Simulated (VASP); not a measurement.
Level of theory: PBE GGA with D4 dispersion, VASP's PBE PAW potentials (set 64) (plane waves; VASP).

Input for VASP

### POSCAR
```
NiSb
1
    1.9778343826    -3.4257098026     0.0000000000
    1.9778343826     3.4257098026     0.0000000000
    0.0000000000     0.0000000000     5.1711865774
Ni Sb
2 2
Direct
  0.0000000000   0.0000000000   0.5000000000
  0.0000000000   0.0000000000   0.0000000000
  0.3333330000   0.6666670000   0.2500000000
  0.6666670000   0.3333330000   0.7500000000
```

File KPOINTS:
```
Automatic mesh
0
G
 9 9 6
```

**INCAR**
```
SYSTEM = NiSb
PREC = Accurate; ENCUT = 520; LREAL = F
LASPH = T
EDIFF = 1E-7; NELM = 100; ALGO = Normal
LMAXMIX = 4
ISMEAR = 1; SIGMA = 0.1
GGA = PE; IVDW = 13
IBRION = 2; NSW = 30; ISIF = 4
EDIFFG = -0.01
LWAVE = F; LCHARG = F
```

POTCAR, in this order: Ni Sb (PBE.64 set). Program: vasp_std.

Question: What will the output report for the number of irreducible k-points (NKPTS), largest plane-wave count, number of space-group operations, FFT grid (NGX, NGY, NGZ)?

Answer: 
```json
{
 "number of irreducible k-points (NKPTS)": "48",
 "largest_plane_wave_count": "1927",
 "number_of_space_group_operations": "24",
 "FFT grid (NGX, NGY, NGZ)": "30 × 30 × 40"
}
```

The compound is NiSb in the NiAs type structure. This cell is one point of a volume scan, at 1.03 of the reference volume. The run is not spin-polarised, so no magnetic state was tried.
